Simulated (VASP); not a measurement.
# CsLiCr2Te2S3 (Cm) in VASP: single point with PBE

Aim: the single point of CsLiCr2Te2S3 with PBE.

All numbers are computed with VASP 6.6.1; they aren't measurements. Logs are shortened: lines on timing, memory, paths and dates and some standing lists are left out, and cuts for length are marked.

### 1 Starting point

Symmetry: Cm, No. 8, monoclinic system. The conventional cell has a = 6.843 Å, b = 10.361 Å, c = 7.978 Å, α = 90.00°, β = 111.21°, γ = 90.00°. Around Cs (site symmetry m) lie 5 S at 3.58 to 3.92 Å and 1 Li at 4.01 Å. Li (site symmetry m) is surrounded by 3 S at 2.42 to 2.56 Å. Cr (site symmetry 1) has 3 S at 2.20 to 2.25 Å and 1 Te at 2.51 Å as nearest neighbours. Te (site symmetry 1) is surrounded by 1 Cr at 2.51 Å. S (site symmetry 1) is surrounded by 2 Cr at 2.24 to 2.25 Å and 1 Li at 2.56 Å. S (site symmetry m) is surrounded by 2 Cr at 2.20 Å and 1 Li at 2.42 Å.

The cell was built by a generator and needn't be a form met in nature.

### 2 Single point, PBE, collinear spin, typed start

File INCAR:

```
ALGO = Normal ; EDIFF = 1E-6
ENCUT = 520 ; GGA = PE
ISIF = 2 ; ISMEAR = -1
ISPIN = 2 ; LASPH = True
LCHARG = False ; LMAXMIX = 4
LORBIT = 11 ; LREAL = False
LWAVE = False ; MAGMOM = 0 0 3 3 0 0 0 0 0
NBANDS = 47 ; NELM = 150
PREC = Accurate ; SIGMA = 0.05
```

File KPOINTS:

```
k-points
0
Gamma
  2 2 2
```

File POSCAR:

```
CsLiCr2Te2S3
1.0
    3.4216200000     -5.1806900000      0.0078400000
    3.4216200000      5.1806900000      0.0078400000
   -2.9041100000      0.0000000000      7.4309300000
Cs Li Cr Te S
1 1 2 2 3
Direct
    0.0937400000      0.0937400000      0.0085300000
    0.5887500000      0.5887500000      0.5533600000
    0.0564600000      0.4675500000      0.5579000000
    0.4675500000      0.0564600000      0.5579000000
    0.5648600000      0.8735700000      0.2903500000
    0.8735700000      0.5648600000      0.2903500000
    0.8115100000      0.3969700000      0.7334700000
    0.3969700000      0.8115100000      0.7334700000
    0.2140400000      0.2140400000      0.4837100000
```

Potentials or basis: VASP PAW PBE potentials, release 64 (Cs_sv, Li_sv, Cr_pv, Te, S).

The run is started by

```console
$ cat potpaw_PBE.64/Cs_sv/POTCAR potpaw_PBE.64/Li_sv/POTCAR potpaw_PBE.64/Cr_pv/POTCAR potpaw_PBE.64/Te/POTCAR potpaw_PBE.64/S/POTCAR > POTCAR
$ mpirun -np 1 vasp_std > vasp.out
```

OUTCAR:

```text
EDIFF = 1E-6
   ENCUT = 520
   GGA = PE
   ISIF = 2
   ISMEAR = -1
   ISPIN = 2
   LASPH = True
   LORBIT = 11
   LREAL = False
   NELM = 150
   PREC = Accurate

 ion  position               nearest neighbor table
   1  0.094  0.094  0.009-
   2  0.589  0.589  0.553-   9 2.42   8 2.56   7 2.56   6 3.02   5 3.02
   3  0.056  0.468  0.558-   9 2.20   7 2.24   8 2.25   6 2.51
   4  0.468  0.056  0.558-   9 2.20   8 2.24   7 2.25   5 2.51
   5  0.565  0.874  0.290-   4 2.51   2 3.02   6 3.20
   6  0.874  0.565  0.290-   3 2.51   2 3.02   5 3.20
   7  0.812  0.397  0.733-   3 2.24   4 2.25   2 2.56
   8  0.397  0.812  0.733-   4 2.24   3 2.25   2 2.56
   9  0.214  0.214  0.484-   3 2.20   4 2.20   2 2.42

  LATTYP: Found a base centered monoclinic cell.
 ALAT       =     6.8432579639
 B/A-ratio  =     1.5141004555
 C/A-ratio  =     1.1658564481
 COS(beta)  =    -0.3618680181

  Lattice vectors:

 A1 = (   3.4216200000,  -5.1806900000,   0.0078400000)
 A2 = (   3.4216200000,   5.1806900000,   0.0078400000)
 A3 = (  -2.9041100000,   0.0000000000,   7.4309300000)

Analysis of symmetry for initial positions (statically):
=====================================================================
 Subroutine PRICEL returns:
 Original cell was already a primitive cell.

 Routine SETGRP: Setting up the symmetry group for a
 base centered monoclinic supercell.

 Subroutine GETGRP returns: Found  2 space group operations
 (whereof  2 operations were pure point group operations)
 out of a pool of  4 trial point group operations.

The static configuration has the point symmetry C_1h.

Analysis of symmetry for dynamics (positions and initial velocities):
=====================================================================
 Subroutine PRICEL returns:
 Original cell was already a primitive cell.

 Routine SETGRP: Setting up the symmetry group for a
 base centered monoclinic supercell.

 Subroutine GETGRP returns: Found  2 space group operations
 (whereof  2 operations were pure point group operations)
 out of a pool of  4 trial point group operations.

The dynamic configuration has the point symmetry C_1h.

Analysis of structural, dynamic, and magnetic symmetry:
=====================================================================
 Subroutine PRICEL returns:
[... 146 lines left out ...]
  ext. energy  EPLUGINS =         0.00000000
  ---------------------------------------------------
  free energy    TOTEN  =       -45.78778556 eV

  energy without entropy =      -45.76074633  energy(sigma->0) =      -45.77426595

 E-fermi :   3.1490     XC(G=0):  -8.3075

 val. band max:        3.1238651865   @ k =   0.5000   0.0000   0.0000
 cond. band min:       3.2067404977   @ k =   0.5000   0.5000   0.5000
 fundamental gap:      0.0828753112
 Fermi energy:         3.1490375501

 spin component 1

 k-point     1 :       0.0000    0.0000    0.0000
  band No.  band energies     occupation
      1     -42.8778      1.00000
      2     -41.2198      1.00000
      3     -41.2134      1.00000
      4     -41.1776      1.00000
      5     -41.1712      1.00000
      6     -41.0894      1.00000
[... 277 lines left out ...]
     44       7.7629      0.00000
     45       8.3025      0.00000
 Fermi energy:         3.1490375501

 spin component 2

 k-point     1 :       0.0000    0.0000    0.0000
  band No.  band energies     occupation
      1     -42.8763      1.00000
      2     -38.8415      1.00000
      3     -38.8394      1.00000
      4     -38.8176      1.00000
      5     -38.8163      1.00000
      6     -38.7983      1.00000
[... 277 lines left out ...]
     44       7.8281      0.00000
     45       8.3466      0.00000
 [bands above 45 left out]

------------------------ aborting loop because EDIFF is reached ----------------------------------------

  FORCE on cell =-STRESS in cart. coord.  units (eV):
  Direction    XX          YY          ZZ          XY          YZ          ZX
  --------------------------------------------------------------------------------------
  -------------------------------------------------------------------------------------
  Total        0.1498380      0.2450124      0.1887910      0.0000000      0.0000000     -0.0785160
  in kB        0.9104400      1.4887348      1.1471246      0.0000000      0.0000000     -0.4770760
  external PRESSURE =       1.1820998 kB  Pullay stress =       0.0000000 kB

 VOLUME and BASIS-vectors are now :
 -----------------------------------------------------------------------------
  energy-cutoff  :      520.00
  volume of cell :      263.68
      direct lattice vectors                 reciprocal lattice vectors
     3.421620000 -5.180690000  0.007840000     0.145998873 -0.096512241  0.057058374
     3.421620000  5.180690000  0.007840000     0.145998873  0.096512241  0.057058374
    -2.904110000  0.000000000  7.430930000    -0.000308072  0.000000000  0.134452259

 POSITION                                       TOTAL-FORCE (eV/Angst)
 -----------------------------------------------------------------------------------
      0.61671      0.00000      0.06486        -0.000058     -0.000000     -0.026052
      2.42194      0.00000      4.12121        -0.002321     -0.000000      0.012826
      0.17276      2.12973      4.14982        -0.027557     -0.014938     -0.156784
      0.17276     -2.12973      4.14982        -0.027557      0.014938     -0.156784
      4.07855      1.59933      2.16885         0.012737      0.120244      0.021775
      4.07855     -1.59933      2.16885         0.012737     -0.120244      0.021775
      2.00488     -2.14760      5.45984         0.004512      0.022644      0.109003
      2.00488      2.14760      5.45984         0.004512     -0.022644      0.109003
      0.05998      0.00000      3.59777         0.022993     -0.000000      0.065239
 -----------------------------------------------------------------------------------
    total drift:                                0.000134      0.000000     -0.000234

  FREE ENERGIE OF THE ION-ELECTRON SYSTEM (eV)
  ---------------------------------------------------
  free  energy   TOTEN  =       -45.7877855638 eV

  energy  without entropy=      -45.7607463308  energy(sigma->0) =      -45.77426595

 total charge

# of ion       s       p       d       tot
------------------------------------------
    1        1.831   4.704   0.024   6.559
    2        2.014   0.048   0.000   2.061
    3        0.334   6.281   4.175  10.790
    4        0.334   6.281   4.175  10.790
    5        1.391   1.960   0.026   3.378
    6        1.391   1.960   0.026   3.378
    7        1.340   2.393   0.000   3.733
    8        1.340   2.393   0.000   3.733
    9        1.342   2.414   0.000   3.756
--------------------------------------------------
tot         11.318  28.433   8.427  48.178

 magnetization (x)

# of ion       s       p       d       tot
------------------------------------------
    1       -0.000  -0.002   0.000  -0.002
    2        0.001  -0.000   0.000   0.000
    3        0.028   0.022   2.262   2.312
    4        0.028   0.022   2.262   2.312
    5       -0.008  -0.207   0.003  -0.212
    6       -0.008  -0.207   0.003  -0.212
    7       -0.003  -0.076   0.000  -0.079
    8       -0.003  -0.076   0.000  -0.079
    9        0.002  -0.091   0.000  -0.089
--------------------------------------------------
tot          0.037  -0.615   4.529   3.951
```

Wall time 4.2 min (1 thread of Intel Xeon Platinum 8259CL at 2.50GHz (Skylake/Cascade Lake), shared host); peak memory 0.53 GiB.

Results:

```
Free energy                                           : -45.7878 eV
Largest force                                         : 0.160 eV/Å
Band gap on the k mesh                                : none (metal or under the smearing width)
Net moment                                            : 4.02 μB per cell
Site moments                                          : Cs -0.00; Li +0.00; Cr +2.31; Te -0.21; S -0.08, -0.09 μB
Valence electrons inside the program's atomic spheres : Cs 6.56; Li 2.06; Cr 10.79; Te 3.38; S 3.73, 3.76
```

Forces in eV/Å, atoms in the order of the input:
```
Cs   0.000  0.000 -0.026
Li  -0.002  0.000  0.013
Cr  -0.028 -0.015 -0.157
Cr  -0.028  0.015 -0.157
Te   0.013  0.120  0.022
Te   0.013 -0.120  0.022
S    0.005  0.023  0.109
S    0.005 -0.023  0.109
S    0.023  0.000  0.065
```

Caveat: the k mesh is coarse (spacing up to 0.58 Å⁻¹), so the values aren't converged; the cutoff is under 1.25 times the usual one of these potentials, so pressure, stress and relaxed cells hold a basis-set (Pulay) error. Spin-orbit coupling is left out, which matters for the levels of Cs, Te.
